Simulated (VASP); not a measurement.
Input:

```yaml
crystal:
  lattice:
    - [0.00000, 3.40741, 3.40741]
    - [3.40741, 0.00000, 3.40741]
    - [3.40741, 3.40741, 0.00000]
  atoms:
    - { symbol: Sr, position: [0.00000, 0.00000, 0.00000] }
    - { symbol: Cl, position: [0.25000, 0.25000, 0.25000] }
    - { symbol: Cl, position: [0.75000, 0.75000, 0.75000] }
```

Method: LDA (Ceperley-Alder, Perdew-Zunger), VASP's LDA PAW potentials (set 64) (plane waves; VASP). Numerical set-up: 520 eV cut-off, 6×6×6 Γ-centred mesh, Gaussian smearing of 0.050 eV, potentials Sr_sv Cl.

Question: The job: SrCl₂ (fluorite), 3 atoms, LDA, static run, 520 eV, 6×6×6 Γ-centred mesh. Roughly how much core time does it take on a busy server core?

Answer: About 20 core-seconds (one run on a shared machine, a rough figure). It had 16 irreducible k-points, 16 bands, up to 2158 plane waves and 14 electronic steps.

The compound is SrCl2 in the fluorite structure. It was relaxed first, which changed the volume by -7 %.
